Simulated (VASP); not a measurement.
Output of a VASP run:

**OSZICAR**
```
       N       E                     dE             d eps       ncg     rms          rms(c)
DAV:   1    -0.546247934971E+03   -0.54625E+03   -0.97209E+00   648   0.790E+00    0.146E+01
DAV:   2    -0.546328485608E+03   -0.80551E-01   -0.32771E-01   704   0.138E+00    0.105E+01
DAV:   3    -0.546313292171E+03    0.15193E-01   -0.36598E-02   752   0.535E-01    0.630E+00
DAV:   4    -0.546310126499E+03    0.31657E-02   -0.16029E-02   728   0.292E-01    0.363E+00
DAV:   5    -0.546309202503E+03    0.92400E-03   -0.22180E-03   736   0.127E-01    0.211E+00
DAV:   6    -0.546309022595E+03    0.17991E-03   -0.12275E-03   728   0.819E-02    0.120E+00
DAV:   7    -0.546309077637E+03   -0.55042E-04   -0.46938E-04   728   0.495E-02    0.690E-01
DAV:   8    -0.546309134692E+03   -0.57055E-04   -0.12821E-04   728   0.266E-02    0.397E-01
DAV:   9    -0.546309171397E+03   -0.36705E-04   -0.63874E-05   664   0.182E-02    0.227E-01
DAV:  10    -0.546309194268E+03   -0.22871E-04   -0.24363E-05   544   0.110E-02    0.132E-01
DAV:  11    -0.546309206489E+03   -0.12220E-04   -0.10734E-05   488   0.705E-03    0.758E-02
DAV:  12    -0.546309212855E+03   -0.63666E-05   -0.45548E-06   448   0.464E-03
   1 F= -.54630921E+03 E0= -.54630921E+03  d E =-.238776E-14  mag=     2.0000
```

### OUTCAR
```
------------------------ aborting loop because EDIFF is reached ----------------------------------------
  volume of cell :      671.84
      direct lattice vectors                 reciprocal lattice vectors
     8.758331436  0.000000000  0.000000000     0.114176999  0.000000000  0.000000000
     0.000000000  8.758331436  0.000000000     0.000000000  0.114176999  0.000000000
     0.000000000  0.000000000  8.758331436     0.000000000  0.000000000  0.114176999
  FREE ENERGIE OF THE ION-ELECTRON SYSTEM (eV)
  ---------------------------------------------------
  free  energy   TOTEN  =      -546.3092128555 eV

  energy  without entropy=     -546.3092128555  energy(sigma->0) =     -546.30921286

  exchange ACFDT corr.  =         0.00000000  see jH, gK, PRB 81, 115126

 total charge

# of ion       s       p       d       tot
------------------------------------------
    1        0.710   0.975   0.000   1.685
    2        0.707   0.975   0.000   1.683
    3        0.707   0.976   0.000   1.683
    4        0.707   0.978   0.000   1.685
    5        0.710   0.968   0.000   1.677
    6        0.706   0.977   0.000   1.684
    7        0.710   0.968   0.000   1.678
    8        0.710   0.968   0.000   1.678
    9        0.734   0.924   0.000   1.657
   10        0.734   0.924   0.000   1.657
   11        0.707   0.978   0.000   1.684
   12        0.733   0.923   0.000   1.657
   13        0.710   0.968   0.000   1.678
   14        0.710   0.975   0.000   1.685
   15        0.706   0.973   0.000   1.680
   16        0.707   0.976   0.000   1.683
   17        0.708   0.980   0.000   1.688
   18        0.708   0.980   0.000   1.688
   19        0.710   0.975   0.000   1.685
   20        0.708   0.980   0.000   1.688
   21        0.708   0.980   0.000   1.688
   22        0.706   0.973   0.000   1.680
   23        0.708   0.980   0.000   1.688
   24        0.708   0.980   0.000   1.688
   25        0.710   0.968   0.000   1.677
   26        0.707   0.977   0.000   1.684
   27        0.705   0.970   0.000   1.675
   28        0.710   0.968   0.000   1.677
   29        0.705   0.970   0.000   1.675
   30        0.705   0.971   0.000   1.675
   31        0.706   0.973   0.000   1.680
   32        0.837   1.708   0.000   2.545
   33        0.837   1.708   0.000   2.545
   34        0.837   1.708   0.000   2.545
   35        0.834   1.722   0.000   2.556
   36        0.842   1.696   0.000   2.538
   37        0.842   1.696   0.000   2.538
   38        0.834   1.722   0.000   2.556
   39        0.842   1.696   0.000   2.538
   40        0.842   1.696   0.000   2.538
   41        0.842   1.696   0.000   2.538
   42        0.842   1.696   0.000   2.538
   43        0.834   1.722   0.000   2.556
   44        0.837   1.719   0.000   2.556
   45        0.837   1.719   0.000   2.556
   46        0.840   1.700   0.000   2.539
   47        0.854   1.681   0.000   2.535
   48        0.840   1.700   0.000   2.539
   49        0.837   1.719   0.000   2.556
   50        0.854   1.681   0.000   2.535
   51        0.854   1.681   0.000   2.535
   52        0.837   1.719   0.000   2.556
...
```
(Selected blocks of OUTCAR.)

File POSCAR:
```
MoC31Si31
1
    8.7583314356     0.0000000000     0.0000000000
    0.0000000000     8.7583314356     0.0000000000
    0.0000000000     0.0000000000     8.7583314356
Si C Mo
31 31 1
Direct
  0.4982051557   0.0012013218   0.0011339262
  0.7503122941   0.2499794444   0.0006792080
  0.7502959227   0.0008293712   0.2498277991
  0.9995722090   0.0006148603   0.0005755849
  0.2489896074   0.2479657163   0.9999609729
  0.4992154227   0.5010437425   0.9992532509
  0.7522404716   0.7512385834   0.9999056735
  0.2489354340   0.0000130026   0.2478601797
  0.4925330930   0.2444076265   0.2442968308
  0.7558592423   0.5077514691   0.2442678532
  0.4992324235   0.9993398240   0.5008747699
  0.7556817379   0.2445969775   0.5074424787
  0.7523084888   0.0000801555   0.7510869654
  0.9990878509   0.5021113758   0.0010366738
  0.2506392773   0.7496839090   0.0000324753
  0.9994538150   0.2500375768   0.2498156954
  0.2483029697   0.5010748552   0.2475407640
  0.4992364331   0.7519739046   0.2475395431
  0.9990135864   0.0012379056   0.5018722370
  0.2482259097   0.2476136529   0.5008265423
  0.7526289550   0.7519946218   0.5008787782
  0.2505939998   0.0001440121   0.7495573330
  0.4992512035   0.2475818700   0.7518428608
  0.7525820011   0.5009606180   0.7518956250
  0.0001871139   0.7512499033   0.2478353581
  0.0008947560   0.5010782040   0.5009468689
  0.2520855839   0.7481929971   0.5022570514
  0.0002162426   0.2479418759   0.7511045375
  0.2520743803   0.5023884553   0.7480625356
  0.4979131845   0.7481868664   0.7480466708
  0.0001231642   0.7496645218   0.7495326164
  0.6252854394   0.1268023844   0.1266974546
  0.8734830273   0.3751154462   0.1266070734
  0.8734338998   0.1268703476   0.3747973063
  0.1238141651   0.1253205568   0.1252110116
  0.3745787593   0.3762995949   0.1246066442
  0.6239302517   0.6256749540   0.1245753591
  0.8748321429   0.8763708351   0.1252177185
  0.3745637884   0.1246284316   0.3761720160
  0.8755418895   0.6256916311   0.3762266230
  0.6240209988   0.1246625498   0.6254692135
  0.8755078383   0.3763001134   0.6255631669
  0.8749105659   0.1252766508   0.8762773075
  0.1237920067   0.6259819518   0.1239713926
  0.3743580021   0.8765204328   0.1240261456
  0.1250740212   0.3750271203   0.3748675078
  0.3696858036   0.6306253123   0.3675389647
  0.6252934053   0.8751708423   0.3748535516
  0.1237648096   0.1240650883   0.6258005347
  0.3696102943   0.3675380465   0.6304747546
  0.6326417198   0.6306102436   0.6304991827
  0.8761267852   0.8765010035   0.6257639094
  0.3743678895   0.1240679728   0.8763697653
  0.6252133566   0.3749551871   0.8750193569
  0.8761140871   0.6259887849   0.8763170598
  0.1242758633   0.8759239667   0.3763837895
  0.1251574194   0.6251273169   0.6249992989
  0.3751978113   0.8751123712   0.6250024175
  0.1242980897   0.3764420810   0.8758041051
  0.3751614309   0.6251062514   0.8749709018
  0.6238178188   0.8759634029   0.8757912639
  0.1249632154   0.8752947794   0.8752067653
  0.5128514739   0.4874071278   0.4874017779
```

Q: Write an INCAR and KPOINTS that could have produced this output.

A: This is not unique; one that fits is the input of the run itself, HSE06 screened hybrid, plane waves, VASP's PBE PAW potentials (set 64).

KPOINTS:
```
kpoints
0
Gamma
1 1 1
```

INCAR:
```
# general
SYSTEM    =  MoC31Si31
PREC      =  Normal
ENCUT     =  400
LREAL     =  Auto
LASPH     =  .TRUE.
ISYM      =  0

# electronic loop
EDIFF     =  1E-5
NELM      =  50
NELMIN    =  4
ALGO      =  Normal
LMAXMIX   =  4

# smearing
ISMEAR    =  0
SIGMA     =  0.05

# functional
GGA       =  PE
LHFCALC   =  .TRUE.
AEXX      =  0.25
HFSCREEN  =  0.2
PRECFOCK  =  Fast

# spin
ISPIN     =  2
MAGMOM    =  63*0.0317
NUPDOWN   =  2

# ions
ISIF      =  0

# output
LWAVE     =  .FALSE.
LCHARG    =  .FALSE.
LORBIT    =  10
```

POTCAR, in this order: Si C Mo (PBE.64 set). Program: vasp_gam. Read from the step before: WAVECAR.

The supercell is sampled at Γ alone, which is coarse: total energies, pressure and levels can be off, energies of defects by several tenths of an eV.

The cell is a supercell with a defect, built from SiC (zinc blende): Mo_Si-vac_C. The cell's shape comes from a PBE relaxation.
